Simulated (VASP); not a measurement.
Method: PBE GGA, VASP's PBE PAW potentials (set 64) (plane waves; VASP).

VASP ran on this input.

File KPOINTS:
```
Automatic
0
G
13 13 4
0 0 0
```

**INCAR**
```
SYSTEM = BN
PREC = Accurate; ENCUT = 520; LREAL = F
LASPH = T; NBANDS = 36
EDIFF = 1E-7; NELM = 100; ALGO = Normal
ISMEAR = 0; SIGMA = 0.01
GGA = PE
LWAVE = F; LCHARG = F; NEDOS = 1001
LOPTICS = T; CSHIFT = 0.1
```

POSCAR:
```
BN
2.5128760
  0.4999999926  -0.8660255473   0.0000000000
  0.4999999926   0.8660255473   0.0000000000
  0.0000000000   0.0000000000   3.0436557738
B N
2 2
direct
  0.3333330000   0.6666670000   0.2500000000
  0.6666670000   0.3333330000   0.7500000000
  0.6666670000   0.3333330000   0.2500000000
  0.3333330000   0.6666670000   0.7500000000
```

POTCAR, in this order: B N (PBE.64 set). Program: vasp_std.

The resulting files:

**OSZICAR**
```
       N       E                     dE             d eps       ncg     rms          rms(c)
DAV:   1     0.528950351800E+02    0.52895E+02   -0.64279E+03  4544   0.403E+02
DAV:   2    -0.363655286900E+02   -0.89261E+02   -0.84603E+02  5508   0.138E+02
DAV:   3    -0.388409137247E+02   -0.24754E+01   -0.24499E+01  5496   0.193E+01
DAV:   4    -0.388509727194E+02   -0.10059E-01   -0.10058E-01  5224   0.130E+00
DAV:   5    -0.388510141436E+02   -0.41424E-04   -0.41424E-04  5232   0.733E-02    0.112E+01
DAV:   6    -0.356003317427E+02    0.32507E+01   -0.12582E+00  5032   0.780E+00    0.498E+00
DAV:   7    -0.352889517861E+02    0.31138E+00   -0.41912E-01  5280   0.285E+00    0.323E+00
DAV:   8    -0.352000504486E+02    0.88901E-01   -0.79599E-02  5036   0.140E+00    0.379E-01
DAV:   9    -0.352007954868E+02   -0.74504E-03   -0.55769E-03  5044   0.358E-01    0.219E-01
DAV:  10    -0.352023141965E+02   -0.15187E-02   -0.88272E-04  4896   0.128E-01    0.320E-02
DAV:  11    -0.352023872473E+02   -0.73051E-04   -0.39541E-05  5308   0.311E-02    0.238E-02
DAV:  12    -0.352024199747E+02   -0.32727E-04   -0.21989E-05  4852   0.180E-02    0.272E-03
DAV:  13    -0.352024205905E+02   -0.61576E-06   -0.66889E-07  5420   0.348E-03    0.931E-04
DAV:  14    -0.352024207332E+02   -0.14273E-06   -0.78067E-08  4900   0.109E-03    0.243E-04
DAV:  15    -0.352024207438E+02   -0.10516E-07   -0.39364E-09  3628   0.300E-04
   1 F= -.35202421E+02 E0= -.35202421E+02  d E =-.343439E-20
 imaginary and real dielectric function
```

OUTCAR:
```
------------------------ aborting loop because EDIFF is reached ----------------------------------------
  FORCE on cell =-STRESS in cart. coord.  units (eV):
  Direction    XX          YY          ZZ          XY          YZ          ZX
  --------------------------------------------------------------------------------------
  Total       -0.0291544     -0.0291544      0.0754311     -0.0000000     -0.0000000      0.0000000
  in kB       -1.1168000     -1.1168004      2.8894921     -0.0000000     -0.0000000      0.0000000
  external PRESSURE =       0.2186306 kB  Pullay stress =       0.0000000 kB
  volume of cell :       41.83
      direct lattice vectors                 reciprocal lattice vectors
     1.256437981 -2.176214813  0.000000000     0.397950402 -0.229756730  0.000000000
     1.256437981  2.176214813  0.000000000     0.397950402  0.229756730  0.000000000
     0.000000000  0.000000000  7.648329546     0.000000000  0.000000000  0.130747504
  FREE ENERGIE OF THE ION-ELECTRON SYSTEM (eV)
  ---------------------------------------------------
  free  energy   TOTEN  =       -35.2024207438 eV

  energy  without entropy=      -35.2024207438  energy(sigma->0) =      -35.20242074

 plasma frequency squared (from intraband transitions) (eV^2)
  --------------------------------------------------------------------------------------
       0.000       0.000       0.000
       0.000       0.000       0.000
       0.000       0.000       0.000

 plasma frequency squared (from interband transitions, int dw w eps(2)(w)) (eV^2)
  --------------------------------------------------------------------------------------
     441.210       0.000       0.000       0.000       0.000      -0.000
       0.000      -0.000     441.211       0.000      -0.000      -0.000
       0.000       0.000      -0.000       0.000     405.789       0.000
```
(Selected blocks of OUTCAR.)

Without a dispersion term in the relaxation, distances and binding between the weakly bound layers, chains or molecules are unreliable, and so is what depends on them.

The compound is BN in the hex structure. It was relaxed first, which changed the volume by +16 %.
